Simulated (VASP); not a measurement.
Method: r2SCAN meta-GGA, VASP's PBE PAW potentials (set 64) (plane waves; VASP).

VASP input:

KPOINTS:
```
Automatic mesh
0
Gamma
5 5 5
0 0 0
```

### INCAR
```
ALGO  =  Normal
EDIFF  =  1E-6
EDIFFG  =  -0.01
ENCUT  =  400
IBRION  =  2
ISIF  =  3
ISMEAR  =  0
LASPH  =  T
LCHARG  =  F
LMAXMIX  =  4
LMIXTAU  =  T
LREAL  =  F
LWAVE  =  F
METAGGA  =  R2SCAN
NELM  =  100
NSW  =  60
PREC  =  Accurate
SIGMA  =  0.05
SYSTEM  =  CsBr
```

POSCAR:
```
CsBr
1
    4.7320000000     0.0000000000     0.0000000000
    0.0000000000     4.7320000000     0.0000000000
    0.0000000000     0.0000000000     4.7320000000
Cs Br
1 1
Direct
  0.0000000000   0.0000000000   0.0000000000
  0.5000000000   0.5000000000   0.5000000000
```

POTCAR, in this order: Cs_sv Br (PBE.64 set). Program: vasp_std.

Energy and stress use the plane-wave basis of the starting cell. Unless said otherwise, spin-orbit coupling is left out, though it shifts the bands of the heavy elements here.

**Question.** What does the run give for the energy per atom (σ→0), volume per atom, band gap (on the k-mesh)?

**Answer.** 
```json
{
 "energy per atom (σ→0)": "-21.164 eV/atom",
 "band gap (on the k-mesh)": "5.16 eV",
 "volume_per_atom": "40.56 Å³/atom"
}
```

**OSZICAR**
```
...
DAV:   3    -0.423282543981E+02    0.31479E-02   -0.11946E-02   244   0.754E-01    0.956E-02
DAV:   4    -0.423283742109E+02   -0.11981E-03   -0.12744E-03   248   0.388E-01    0.364E-02
DAV:   5    -0.423282213826E+02    0.15283E-03   -0.70518E-04   240   0.331E-01    0.263E-02
DAV:   6    -0.423282415648E+02   -0.20182E-04   -0.44093E-04   240   0.255E-01    0.959E-03
DAV:   7    -0.423283386991E+02   -0.97134E-04   -0.66919E-05   248   0.110E-01    0.242E-03
DAV:   8    -0.423283449961E+02   -0.62969E-05   -0.70915E-06   264   0.314E-02    0.117E-03
DAV:   9    -0.423283446566E+02    0.33950E-06   -0.33266E-07   172   0.787E-03
   5 F= -.42328345E+02 E0= -.42328345E+02  d E =-.216060E+00
```

The structure was generated: CsBr was put into the CsCl type type (Pm-3m), which need not be its known phase. This run relaxes it. Symmetry was kept, so distortions that lower it aren't found.
